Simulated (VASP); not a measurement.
# CaCdTeS: structure and properties in VASP, part 4 of 4

What structure does CaCdTeS take at this level, and what are its properties? The cell is invented: it takes the structure of a Materials Project entry for Cd2SeS (space group 156 there), with some of its atoms replaced by other elements, volume scaled by an estimate. It may not be a known or stable phase. The atoms of the start are displaced at random from the sites of a P3m1 cell.

VASP 6.6.1; PBEsol; plane waves and PAW (Te, Cd, Ca_sv, S); invented cell.

So far, gap on the k-mesh (eV): step 2 (rough relaxation of the start cell) 1.32; step 3 (full relaxation (PBEsol)) 1.34; step 4 (single point with fields (PBEsol)) 1.34.

## Step 6: Total and projected DOS (PBEsol)

A density of states needs more k-points than a total energy; ISMEAR = -5 takes tetrahedra, and LORBIT projects the states on the PAW spheres. The mesh is finer than in the run before.

INCAR reads:

```
SYSTEM = CaCdTeS
PREC = Accurate
ENCUT = 400
EDIFF = 1E-06
NELM = 100
ISMEAR = -5
SIGMA = 0.05
LREAL = .FALSE.
ALGO = Normal
GGA = PS
NBANDS = 31
LORBIT = 11
LWAVE = .FALSE.
LCHARG = .FALSE.
KPAR = 2
NEDOS = 2001
```

POSCAR reads:

```
CaCdTeS
1.0
    4.0322934700     -2.3302470700      0.0000000000
    4.0322934700      2.3302470700      0.0000000000
   -0.0091079300      0.0000000000      6.5914840400
Te Cd Ca S
1 1 1 1
Direct
    0.3314229500      0.3314229500      0.6028676420
    0.9978386750      0.9978386750      0.4725470170
    0.3306577790      0.3306577790      0.0893667440
    0.9971897500      0.9971897500      0.0875165960
```

KPOINTS reads:

```
Automatic mesh
0
Gamma
8 8 5
0 0 0
```

PAW data sets: Te, Cd, Ca_sv and S (PBE family, release 64).

Started as:

```console
$ mpirun -np 2 vasp_std
```

Log:

```text
[... set-up lines as in an earlier step ...]
 entering main loop
       N       E                     dE             d eps       ncg     rms          rms(c)
DAV:   1     0.208203545504E+03    0.20820E+03   -0.12997E+04  5766   0.791E+02
DAV:   2    -0.424472227962E+01   -0.21245E+03   -0.20435E+03  6488   0.242E+02
DAV:   3    -0.163664551429E+02   -0.12122E+02   -0.12000E+02  9041   0.527E+01
DAV:   4    -0.168250188154E+02   -0.45856E+00   -0.45522E+00  8091   0.719E+00
DAV:   5    -0.168336962005E+02   -0.86774E-02   -0.86772E-02  7944   0.902E-01    0.755E+00
DAV:   6    -0.158539615050E+02    0.97973E+00   -0.11606E+00  7194   0.946E+00    0.604E+00
DAV:   7    -0.157604776369E+02    0.93484E-01   -0.65683E-01  6993   0.367E+00    0.315E+00
DAV:   8    -0.157570459415E+02    0.34317E-02   -0.96144E-02  7597   0.217E+00    0.551E-01
DAV:   9    -0.157560204707E+02    0.10255E-02   -0.10431E-02  7188   0.918E-01    0.239E-01
DAV:  10    -0.157567718048E+02   -0.75133E-03   -0.20558E-03  6691   0.284E-01    0.137E-01
DAV:  11    -0.157570990615E+02   -0.32726E-03   -0.45172E-04  6847   0.913E-02    0.538E-02
DAV:  12    -0.157571001099E+02   -0.10485E-05   -0.93366E-05  7220   0.621E-02    0.154E-02
DAV:  13    -0.157571172998E+02   -0.17190E-04   -0.31911E-05  6614   0.212E-02    0.881E-03
DAV:  14    -0.157571184275E+02   -0.11277E-05   -0.83604E-07  6277   0.457E-03    0.411E-03
DAV:  15    -0.157571196752E+02   -0.12477E-05   -0.20402E-06  5589   0.626E-03    0.167E-03
DAV:  16    -0.157571196539E+02    0.21342E-07   -0.96007E-08  4580   0.218E-03
   1 F= -.15757120E+02 E0= -.15757120E+02  d E =0.000000E+00
```

The job ended after 84 s (2 MPI ranks of Intel Xeon Platinum 8488C (Sapphire Rapids), shared host; peak memory 0.75 GiB; 2.8 min of CPU time).

Parts of OUTCAR (step 6):

```text
   k-points           NKPTS =     93   k-points in BZ     NKDIM =     93   number of bands    NBANDS=     31

   NELECT =      34.0000    total number of electrons

 E-fermi :   1.9591

 k-point     1 :       0.0000    0.0000    0.0000
  band No.  band energies     occupation
    ...
     13       0.0997      2.00000
     14       0.1026      2.00000
     15       1.7753      2.00000
     16       1.7768      2.00000
     17       1.9355      2.00000
     18       3.2743      0.00000
     19       5.0107      0.00000
     20       6.0741      0.00000
     21       6.0795      0.00000
     22       6.3603      0.00000
    ...

  Total       -0.0220582     -0.0341381     -0.0287181      0.0000000      0.0000000      0.0044418
  in kB       -0.2853073     -0.4415526     -0.3714494      0.0000000      0.0000000      0.0574517
  external PRESSURE =      -0.3661031 kB  Pullay stress =       0.0000000 kB

 POSITION                                       TOTAL-FORCE (eV/Angst)
 -----------------------------------------------------------------------------------
      2.66730      0.00000      3.97379         0.000168      0.000000     -0.005765
      8.04285      0.00000      3.11479        -0.001975      0.000000     -0.000972
      2.66580      0.00000      0.58906         0.001392      0.000000     -0.000475
      8.04113      0.00000      0.57686         0.000414      0.000000      0.007212
 -----------------------------------------------------------------------------------
    total drift:                               -0.001111      0.000000      0.000069

  FREE ENERGIE OF THE ION-ELECTRON SYSTEM (eV)
  ---------------------------------------------------
  free  energy   TOTEN  =       -15.7571196539 eV

  energy  without entropy=      -15.7571196539  energy(sigma->0) =      -15.75711965

[... 6 parts as in an earlier step ...]

[... 10 further parts left out ...]
```

Numbers from this step:

```
irreducible k-points           : 93
free energy (TOTEN)            : -15.76 eV
Fermi energy                   : 1.959 eV
pressure                       : -0.03661 GPa
gap on the k-mesh              : 1.339 eV
least direct gap on the k-mesh : 1.339 eV
```

The density of states has structure finer than the step of the table below, so its rows give means over 0.5 eV, whole bins alone (the curve runs from -12.0 to 5.55 eV). Peaks (eV: height): total -11.23: 9.69, -10.32: 13.8, -7.76: 47.6, -7.43: 9.89; S p -2.47: 1.51, -1.81: 2.64, -1.48: 1.30, -0.90: 1.46; Te p -2.55: 0.725, -1.81: 0.852, -1.48: 0.954, -0.90: 1.71; Ca d 3.07: 0.808, 4.64: 1.96, 5.30: 3.39; Cd s -3.88: 0.531, -3.38: 0.350, 3.07: 0.505, 3.65: 0.186.

States under -12.0 eV and over 5.5 eV are left out. The density of states by energy, zero at the valence-band top; means over each step; 7 of 8 lines; values in states/eV/cell:

```csv
energy (eV),total,S p,Te p,Ca d,Cd s,Cd d,Te s
-11.5,2.93,0.00596,2.6e-4,0.0124,0.0257,0.0843,0.0189
-11.0,1.07,0.00223,6.9e-5,0.00529,0.00801,0.0340,0.00173
-10.5,3.81,4.4e-4,0.00412,0.00300,0.0422,0.344,2.21
-10.0,0.189,7.7e-6,1.8e-4,6.4e-5,5.8e-4,0.0207,0.111
-9.5,0,0,0,0,0,0,0
-9.0,0,0,0,0,0,0,0
-8.5,0,0,0,0,0,0,0
-8.0,10.2,0.0151,0.0749,9.4e-4,0.00390,9.45,0.00530
-7.5,9.71,0.0419,0.0209,0.00281,0.0122,8.61,0.242
-7.0,0,0,0,0,0,0,0
-6.5,0,0,0,0,0,0,0
-6.0,0,0,0,0,0,0,0
-5.5,0,0,0,0,0,0,0
-5.0,0,0,0,0,0,0,0
-4.5,0.0746,0.00531,0.0113,4.8e-4,0.0155,4.9e-4,5.0e-4
-4.0,1.96,0.139,0.302,0.0109,0.406,0.0192,0.0215
-3.5,1.64,0.190,0.208,0.00966,0.266,0.0235,0.0450
-3.0,0.316,0.0431,0.0371,0.00305,0.0398,0.00371,0.0133
-2.5,3.33,0.748,0.366,0.0394,0.0201,0.0517,0.0143
-2.0,5.14,1.38,0.555,0.140,0.0271,0.0716,0.0111
-1.5,3.56,0.906,0.502,0.117,0.0214,0.0640,0.0101
-1.0,5.59,1.05,1.32,0.131,0.0159,0.163,0.00803
-0.5,2.23,0.283,0.698,0.0347,0.00431,0.0950,0.00165
0.0,0.118,0.0154,0.0400,9.6e-4,3.0e-5,0.00552,7.8e-5
0.5,0,0,0,0,0,0,0
1.0,0,0,0,0,0,0,0
1.5,0.0100,2.6e-4,8.7e-4,3.5e-5,0.00222,0,0.00115
2.0,0.111,0.00414,0.0103,0.00107,0.0238,5.2e-4,0.0114
2.5,0.680,0.0210,0.0587,0.0243,0.123,0.00626,0.0423
3.0,3.33,0.0958,0.217,0.396,0.378,0.0376,0.0934
3.5,3.13,0.103,0.0983,0.653,0.118,0.0301,0.0157
4.0,4.09,0.0878,0.169,1.22,0.105,0.0349,0.0313
4.5,5.38,0.138,0.171,1.78,0.0931,0.0506,0.0506
5.0,3.69,0.113,0.0945,1.43,0.0357,0.0340,0.0259
```

The gap on this mesh is 1.34 eV. In the top eV of the valence band the largest shares in the PAW spheres are Te p 27 % and S p 16 %. The rest lies in smaller channels or between the spheres.

## Step 7: Core-level energies (PBEsol)

ICORELEVEL = 1 prints the core eigenvalues in the potential of the ground state.

INCAR reads:

```
SYSTEM = CaCdTeS
PREC = Accurate
ENCUT = 400
EDIFF = 1E-06
NELM = 100
ISMEAR = 0
SIGMA = 0.05
LREAL = .FALSE.
ALGO = Normal
GGA = PS
NBANDS = 23
LORBIT = 11
LWAVE = .FALSE.
LCHARG = .FALSE.
KPAR = 2
ICORELEVEL = 1
```

POSCAR is that of step 6.

KPOINTS reads:

```
Automatic mesh
0
Gamma
6 6 4
0 0 0
```

Started as:

```console
$ mpirun -np 2 vasp_std
```

Log:

```text
[... set-up lines as in an earlier step ...]
 entering main loop
       N       E                     dE             d eps       ncg     rms          rms(c)
DAV:   1     0.207260186759E+03    0.20726E+03   -0.13512E+04  2162   0.107E+03
DAV:   2    -0.355275519869E+01   -0.21081E+03   -0.20485E+03  2505   0.301E+02
DAV:   3    -0.163092094772E+02   -0.12756E+02   -0.12694E+02  3558   0.677E+01
DAV:   4    -0.168160380709E+02   -0.50683E+00   -0.50560E+00  3130   0.991E+00
DAV:   5    -0.168315581184E+02   -0.15520E-01   -0.15519E-01  3133   0.142E+00    0.755E+00
DAV:   6    -0.158486872684E+02    0.98287E+00   -0.21102E+00  3059   0.128E+01    0.612E+00
DAV:   7    -0.157585636289E+02    0.90124E-01   -0.85267E-01  2750   0.500E+00    0.317E+00
DAV:   8    -0.157552140046E+02    0.33496E-02   -0.14177E-01  2750   0.316E+00    0.603E-01
DAV:   9    -0.157535623711E+02    0.16516E-02   -0.21366E-02  2663   0.147E+00    0.246E-01
DAV:  10    -0.157542771392E+02   -0.71477E-03   -0.31186E-03  2814   0.383E-01    0.162E-01
DAV:  11    -0.157546819226E+02   -0.40478E-03   -0.10166E-03  2646   0.192E-01    0.516E-02
DAV:  12    -0.157546963719E+02   -0.14449E-04   -0.16694E-04  2703   0.937E-02    0.232E-02
DAV:  13    -0.157547231071E+02   -0.26735E-04   -0.46519E-05  2540   0.333E-02    0.992E-03
DAV:  14    -0.157547233775E+02   -0.27036E-06   -0.23337E-06  2379   0.143E-02
   1 F= -.15754723E+02 E0= -.15754723E+02  d E =-.121440E-15
```

Run time: 32 s. Hardware: 2 MPI ranks; peak memory 0.52 GiB; 62 s of CPU time.

OUTCAR, selected parts (step 7):

```text
   k-points           NKPTS =     47   k-points in BZ     NKDIM =     47   number of bands    NBANDS=     23

   NELECT =      34.0000    total number of electrons

 the core state eigenenergies are
   1-  1s -31612.8567  2s  -4840.4446  2p  -4343.8394  3s   -956.6671  3p   -795.3247
       3d   -551.5745  4s   -156.1825  4p   -106.2231  4d    -33.5521
   2-  1s -26513.8421  2s  -3931.0140  2p  -3526.2701  3s   -727.8465  3p   -595.1358
       3d   -387.5914  4s    -99.9502  4p    -60.9961
   3-  1s  -3940.1440  2s   -405.0811  2p   -325.4605
   4-  1s  -2395.9665  2s   -202.1422  2p   -146.9048

 E-fermi :   2.2009

 k-point     1 :       0.0000    0.0000    0.0000
  band No.  band energies     occupation
    ...
     13       0.0992      2.00000
     14       0.1021      2.00000
     15       1.7766      2.00000
     16       1.7781      2.00000
     17       1.9359      2.00000
     18       3.2741      0.00000
     19       5.0102      0.00000
     20       6.0740      0.00000
     21       6.0793      0.00000
     22       6.3598      0.00000
    ...

  Total       -0.0095830     -0.0218360     -0.0325460      0.0000000      0.0000000      0.0046393
  in kB       -0.1239492     -0.2824333     -0.4209603      0.0000000      0.0000000      0.0600065
  external PRESSURE =      -0.2757809 kB  Pullay stress =       0.0000000 kB

 POSITION                                       TOTAL-FORCE (eV/Angst)
 -----------------------------------------------------------------------------------
      2.66730      0.00000      3.97379         0.000155      0.000000     -0.004761
      8.04285      0.00000      3.11479        -0.001963      0.000000     -0.001996
      2.66580      0.00000      0.58906         0.001389      0.000000     -0.000583
      8.04113      0.00000      0.57686         0.000419      0.000000      0.007341
 -----------------------------------------------------------------------------------
    total drift:                               -0.001112      0.000000      0.000112

  FREE ENERGIE OF THE ION-ELECTRON SYSTEM (eV)
  ---------------------------------------------------
  free  energy   TOTEN  =       -15.7547233775 eV

  energy  without entropy=      -15.7547233775  energy(sigma->0) =      -15.75472338

[... 8 parts as in an earlier step ...]

[... 7 further parts left out ...]
```

These are scalar-relativistic Kohn-Sham levels of the ground state, with no core hole, so they are not binding energies.

This step gave:

```
SCF cycles                     : 14
bands                          : 23
irreducible k-points           : 47
free energy (TOTEN)            : -15.75 eV
Fermi energy                   : 2.201 eV
pressure                       : -0.02758 GPa
gap on the k-mesh              : 1.338 eV
least direct gap on the k-mesh : 1.338 eV
```

Kohn-Sham core levels. Core levels, by row:

```csv
atom,shell,level below the valence-band top (eV)
Te1,1s,31615
Te1,2s,4842
Te1,2p,4346
Te1,3s,958.6
Te1,3p,797.3
Te1,3d,553.5
Te1,4s,158.1
Te1,4p,108.2
Te1,4d,35.49
Cd2,1s,26516
Cd2,2s,3933
Cd2,2p,3528
Cd2,3s,729.8
Cd2,3p,597.1
Cd2,3d,389.5
Cd2,4s,101.9
Cd2,4p,62.93
Ca3,1s,3942
Ca3,2s,407
Ca3,2p,327.4
S4,1s,2398
S4,2s,204.1
S4,2p,148.8
```

## Step 8: Vibrations at Γ (PBEsol)

Zone-centre modes test whether the atoms sit at a minimum within this cell. IBRION = 8 takes the force constants from linear response, which needs tightly converged orbitals.

Changes to INCAR since step 7:

```diff
@@ -3,3 +3,3 @@
 ENCUT = 400
-EDIFF = 1E-06
+EDIFF = 1E-08
 NELM = 100
@@ -15,2 +15,4 @@
 KPAR = 2
-ICORELEVEL = 1
+IBRION = 8
+LEPSILON = .TRUE.
+ISIF = 2
```

POSCAR is that of step 7.

KPOINTS reads:

```
Automatic mesh
0
Gamma
11 11 7
0 0 0
```

Started as:

```console
$ mpirun -np 2 vasp_std
```

Log:

```text
[... set-up lines as in an earlier step ...]
 entering main loop
       N       E                     dE             d eps       ncg     rms          rms(c)
DAV:   1     0.207374254523E+03    0.20737E+03   -0.13478E+04 10780   0.106E+03
DAV:   2    -0.369176711615E+01   -0.21107E+03   -0.20504E+03 12617   0.301E+02
DAV:   3    -0.163251198279E+02   -0.12633E+02   -0.12566E+02 17568   0.673E+01
DAV:   4    -0.168186037145E+02   -0.49348E+00   -0.49226E+00 15620   0.983E+00
[...]
DAV:  15    -0.157574422441E+02   -0.17923E-05   -0.24482E-06 12556   0.701E-03    0.259E-03
DAV:  16    -0.157574422334E+02    0.10755E-07   -0.19953E-07 13606   0.286E-03    0.111E-03
DAV:  17    -0.157574422396E+02   -0.62078E-08   -0.21984E-08 10945   0.759E-04
   1 F= -.15757442E+02 E0= -.15757442E+02  d E =-.920209E-15
 Linear response reoptimize wavefunctions to high precision
DAV:   1    -0.157574422421E+02   -0.25279E-08   -0.67424E-09 11781   0.486E-04
DAV:   2    -0.157574422422E+02   -0.68667E-10   -0.73275E-10  8546   0.168E-04
 Linear response G [H, r] |phi>, progress :
  Direction:   1
       N       E                     dE             d eps       ncg     rms
RMM:   1    -0.144109988652E+03   -0.14411E+03    0.69485E+02 21276   0.143E+02
RMM:   2    -0.137372376154E+03    0.67376E+01   -0.41151E+01 19914   0.307E+01
RMM:   3    -0.138785835307E+03   -0.14135E+01   -0.90422E+00 24412   0.989E+00
RMM:   4    -0.139035938799E+03   -0.25010E+00   -0.26688E+00 26990   0.372E+00
[...]
RMM:  21    -0.139103798210E+03    0.47700E-06    0.36388E-06 19841   0.115E-03
RMM:  22    -0.139103798736E+03   -0.52690E-06    0.71632E-05 19507   0.113E-03
RMM:  23    -0.139103798217E+03    0.51939E-06    0.15447E-05 19221   0.112E-03
 Linear response G [H, r] |phi>, progress :
  Direction:   2
       N       E                     dE             d eps       ncg     rms
RMM:   1    -0.144136048934E+03   -0.14414E+03    0.69463E+02 21068   0.143E+02
RMM:   2    -0.137349168566E+03    0.67869E+01   -0.40937E+01 19721   0.306E+01
RMM:   3    -0.138785417697E+03   -0.14362E+01   -0.90214E+00 24167   0.983E+00
RMM:   4    -0.139037459398E+03   -0.25204E+00   -0.27183E+00 26595   0.375E+00
[...]
RMM:  21    -0.139104571449E+03   -0.19272E-06   -0.17096E-05 19885   0.111E-03
RMM:  22    -0.139104571343E+03    0.10614E-06   -0.87782E-06 19626   0.109E-03
RMM:  23    -0.139104571132E+03    0.21143E-06   -0.21099E-05 19284   0.108E-03
 Linear response G [H, r] |phi>, progress :
  Direction:   3
       N       E                     dE             d eps       ncg     rms
RMM:   1    -0.148968965139E+03   -0.14897E+03    0.64751E+02 20916   0.138E+02
RMM:   2    -0.137087411737E+03    0.11882E+02   -0.33561E+01 20116   0.295E+01
RMM:   3    -0.138051572609E+03   -0.96416E+00   -0.54693E+00 23831   0.880E+00
[...]
Linear response to external field, progress :
  Direction:   2
       N       E                     dE             d eps       ncg     rms          rms(c)
RMM:   1    -0.188582278108E+01   -0.18858E+01   -0.76763E+00 41400   0.545E+00
RMM:   2    -0.202806908557E+01   -0.14225E+00   -0.13596E-01 40026   0.131E+00    0.272E+00
RMM:   3    -0.188631375915E+01    0.14176E+00   -0.21696E-01 37657   0.191E+00    0.136E+00
RMM:   4    -0.192823826481E+01   -0.41925E-01   -0.18451E-01 38879   0.176E+00    0.333E-01
[...]
RMM:  17    -0.198312748214E+01   -0.24452E-06   -0.21039E-07 35472   0.167E-04    0.153E-05
RMM:  18    -0.198312746842E+01    0.13723E-07    0.59671E-07 29178   0.134E-04    0.107E-05
RMM:  19    -0.198312749507E+01   -0.26648E-07    0.33131E-07 26724   0.121E-04    0.421E-06
 change of polarisation eV/A/(eV/A) component  2 :     0.001     3.662     0.000
 dielectric tensor                  component  2 :     0.002     6.349     0.000
 Linear response to external field, progress :
  Direction:   3
       N       E                     dE             d eps       ncg     rms          rms(c)
RMM:   1    -0.172124085837E+01   -0.17212E+01   -0.66271E+00 22110   0.522E+00
RMM:   2    -0.182337614026E+01   -0.10214E+00   -0.19780E-01 21527   0.128E+00    0.287E+00
RMM:   3    -0.161839091916E+01    0.20499E+00   -0.38896E-01 20191   0.212E+00    0.137E+00
RMM:   4    -0.164449474173E+01   -0.26104E-01   -0.20414E-01 21201   0.163E+00    0.494E-01
[...]
RMM:  17    -0.171042145345E+01    0.44844E-07    0.65531E-07 19481   0.144E-04    0.286E-05
RMM:  18    -0.171042172902E+01   -0.27557E-06   -0.13078E-06 16943   0.114E-04    0.207E-05
RMM:  19    -0.171042180239E+01   -0.73375E-07   -0.14550E-08 16885   0.102E-04    0.776E-06
 change of polarisation eV/A/(eV/A) component  3 :     0.000    -0.018     3.121
 dielectric tensor                  component  3 :     0.000    -0.027     5.559
 Linear response DOF=          12
 Linear response progress:
  Degree of freedom:   1/ 12
       N       E                     dE             d eps       ncg     rms          rms(c)
RMM:   1    -0.494052499360E-01   -0.49405E-01    0.51593E-02 25610   0.759E-01
RMM:   2    -0.492333572090E-01    0.17189E-03   -0.26519E-03 20270   0.215E-01    0.935E-02
RMM:   3    -0.493562272686E-01   -0.12287E-03   -0.24983E-04 20585   0.655E-02    0.628E-02
RMM:   4    -0.495206511446E-01   -0.16442E-03   -0.57419E-05 21448   0.317E-02    0.159E-02
[...]
RMM:  11    -0.495626310847E-01   -0.35412E-08    0.32364E-07 28734   0.863E-05    0.821E-06
RMM:  12    -0.495626296096E-01    0.14751E-08    0.59602E-07 29031   0.464E-05    0.735E-06
RMM:  13    -0.495626260909E-01    0.35187E-08    0.85302E-08 28834   0.276E-05    0.280E-06
 first order change of Fermi-energy   0.75580E-01
 force on displaced ion       1 direction 1 :  -4.619   0.000   0.000
 Born effective charge ion    1 direction 1 :  -2.052   0.000   0.003
 Linear response progress:
  Degree of freedom:   2/ 12
       N       E                     dE             d eps       ncg     rms          rms(c)
RMM:   1    -0.494265814480E-01   -0.49427E-01    0.51532E-02 46753   0.760E-01
RMM:   2    -0.492406263872E-01    0.18596E-03   -0.26674E-03 36762   0.216E-01    0.934E-02
RMM:   3    -0.493655560757E-01   -0.12493E-03   -0.25229E-04 37264   0.655E-02    0.629E-02
RMM:   4    -0.495310389183E-01   -0.16548E-03   -0.56834E-05 38844   0.317E-02    0.155E-02
```

Wall time 73 min (2 MPI ranks).

The run was cut off at its time limit.

More ranks or a longer limit would be the way on.

## Step 9: What came out

* relaxed volume: 30.97 Å³/atom
* relaxed conventional cell a, b, c: 4.659, 4.659, 6.591 Å; angles 90.0, 90.0, 120.0°
* space group after relaxing, within 0.02 Å (lengths above averaged to it): P3m1 (No. 156)
* band gap: 1.34 eV, direct
* gap among the points of the DOS mesh alone, an upper bound: 1.34 eV
* shallowest level of the frozen cores: Te1 4d, 35.5 eV deep

What this shows: With PBEsol, CaCdTeS relaxes to 30.97 Å³/atom in space group P3m1 and has a direct gap of 1.34 eV. Not obtained: vibrations at Γ (PBEsol), because the run hit its time limit. Band structure (PBEsol): The path shows a direct gap of 1.34 eV (valence top at Γ, conduction bottom at Γ). Spin-orbit coupling is left out, and with elements this heavy it would split and shift bands near the edges, and it can change the kind of a small gap. No search among competing phases was made. All values are for a static lattice at zero temperature.

[Lines on the potential files, build, host, timing and source positions are cut from VASP's logs without a mark.]

[Logs are printed without paths, hosts, clocks, repeated set-up lines and the standing remarks that a program may print on its own settings, such as how far it seeks lower states.]

[Hosts, paths, dates, database ids (printed as entryN), source tags and the programs' standing remarks are cut or masked in the printed files.]

[A measured line is paired with the nearest computed mode of its activity, which favours agreement.]
